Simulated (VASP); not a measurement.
Calculation: PBE GGA, VASP's PBE PAW potentials (set 64) (plane waves; VASP).

VASP input:

### POSCAR
```
AgAs
1
    3.2085120000     0.0000000000     0.0000000000
    0.0000000000     3.2085120000     0.0000000000
    0.0000000000     0.0000000000     3.2085120000
Ag As
1 1
Direct
  0.0032800000   0.0070190000   0.0022000000
  0.4967200000   0.4929810000   0.4978000000
```

### INCAR
```
# general
SYSTEM   =  AgAs
PREC     =  Accurate
ENCUT    =  300
LREAL    =  .FALSE.
LASPH    =  .TRUE.   # aspherical one-centre terms

# electronic loop
EDIFF    =  1E-6
NELM     =  100
ALGO     =  Normal   # blocked Davidson
LMAXMIX  =  4

# smearing
ISMEAR   =  0   # Gaussian
SIGMA    =  0.136   # width (eV)

# functional
GGA      =  PE   # PBE

# ions
ISIF     =  2

# output
LWAVE    =  .FALSE.
LCHARG   =  .FALSE.
```

### KPOINTS
```
Automatic
0
G
 5 5 5
0 0 0
```

POTCAR, in this order: Ag As (PBE.64 set). Program: vasp_std.

At this cut-off the stress carries a Pulay error, which pulls relaxed volumes low.

### Question
What does the run give for the energy per atom (σ→0), pressure, largest force, band gap (on the k-mesh)?

### Answer

```
Quantity                                                    Result
------------------------  ----------------------------------------
energy per atom (σ→0)                               -3.346 eV/atom
band gap (on the k-mesh)  none (metal, semimetal or under 0.01 eV)
pressure                                                 17.07 GPa
largest force                                           0.164 eV/Å
```

**OSZICAR**
```
...
DAV:   6    -0.673450300280E+01    0.54701E+00   -0.24572E+00  1520   0.235E+01    0.713E+00
DAV:   7    -0.670433990433E+01    0.30163E-01   -0.17054E-01  1544   0.548E+00    0.367E+00
DAV:   8    -0.669647014296E+01    0.78698E-02   -0.12667E-02  1652   0.121E+00    0.402E-01
DAV:   9    -0.669550752383E+01    0.96262E-03   -0.22240E-03  1600   0.755E-01    0.365E-02
DAV:  10    -0.669551480535E+01   -0.72815E-05   -0.15172E-04  1644   0.117E-01    0.181E-02
DAV:  11    -0.669551372055E+01    0.10848E-05   -0.13042E-05  1584   0.457E-02    0.546E-03
DAV:  12    -0.669551340798E+01    0.31257E-06   -0.56369E-07   816   0.664E-03
   1 F= -.66955134E+01 E0= -.66924974E+01  d E =-.603204E-02
```

The structure was generated: AgAs was put into an ordered model structure, which need not be its known phase. The cell was not relaxed at this level, atoms are displaced from their ideal sites. The k-mesh is coarse (spacing up to 0.39 per Å, 2π included), so the numbers may not be converged in it.
